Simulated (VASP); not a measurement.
A VASP calculation is set up with these files.

KPOINTS:
```
K-points
0
G
  5 5 3
0 0 0
```

File POSCAR:
```
LaCoC2
1
    2.7288350000    -2.7306650000     0.0000000000
    2.7288350000     2.7306650000     0.0000000000
   -1.5905430000     0.0000000000     7.2354100000
La Co C
2 2 4
Direct
  0.0736100000   0.9238100000   0.5022900000
  0.9238100000   0.0736100000   0.0022900000
  0.6290000000   0.4846800000   0.6952300000
  0.4846800000   0.6290000000   0.1952300000
  0.1515200000   0.5083400000   0.7737200000
  0.5083400000   0.1515200000   0.2737200000
  0.4050700000   0.5579700000   0.9257600000
  0.5579700000   0.4050700000   0.4257600000
```

**INCAR**
```
SYSTEM  =  LaCoC2
GGA  =  PS   # PBEsol
SIGMA  =  0.05   # width (eV)
LREAL  =  F   # projection in real space or not
ALGO  =  Normal
ENCUT  =  520
ISIF  =  3   # ions, shape and volume
EDIFF  =  1E-6
EDIFFG  =  -0.02
LWAVE  =  F
LCHARG  =  F
PREC  =  Accurate
NELM  =  100
NSW  =  60
LMAXMIX  =  6
LASPH  =  T
IBRION  =  2
ISMEAR  =  0   # Gaussian
```

POTCAR, in this order: La Co C (PBE.64 set). Program: vasp_std.

Problem. Write an equivalent input for Ansatz.

Solution. One equivalent input (not run):
Ansatz 0.2 input:
```yaml
crystal:
  lattice:
    - [2.7288350, -2.7306650, 0.0000000]
    - [2.7288350, 2.7306650, 0.0000000]
    - [-1.5905430, 0.0000000, 7.2354100]
  atoms:
    - { symbol: La, position: [0.0736100, 0.9238100, 0.5022900] }
    - { symbol: La, position: [0.9238100, 0.0736100, 0.0022900] }
    - { symbol: Co, position: [0.6290000, 0.4846800, 0.6952300] }
    - { symbol: Co, position: [0.4846800, 0.6290000, 0.1952300] }
    - { symbol: C, position: [0.1515200, 0.5083400, 0.7737200] }
    - { symbol: C, position: [0.5083400, 0.1515200, 0.2737200] }
    - { symbol: C, position: [0.4050700, 0.5579700, 0.9257600] }
    - { symbol: C, position: [0.5579700, 0.4050700, 0.4257600] }
kpoints:
  mp_grid: { grid: [5, 5, 3] }
hamiltonian:
  xc: pbesol
  pseudopotentials: { kind: paw }
scf:
  occupations: { method: gaussian, width: 0.05 }
  max_iter: 100
relax:
  max_steps: 60
  f_tol: 0.02
  cell: {}
output: { forces: true, stress: true, eigenvalues: true }
```
Limits of the translation: each code has its own PAW files, so the cut-off isn't converted (ENCUT is set for VASP's; basis.ecutwfc is left out, and Ansatz then takes the one that its files recommend); Ansatz stops its SCF on the density residual and VASP on the energy change (EDIFF).

The structure comes from a computed database's LaCoC2 entry (Cc); how it stands against other phases isn't given here. This run relaxes it. Symmetry was kept, so distortions that lower it aren't found. The start is the result of an earlier pass.
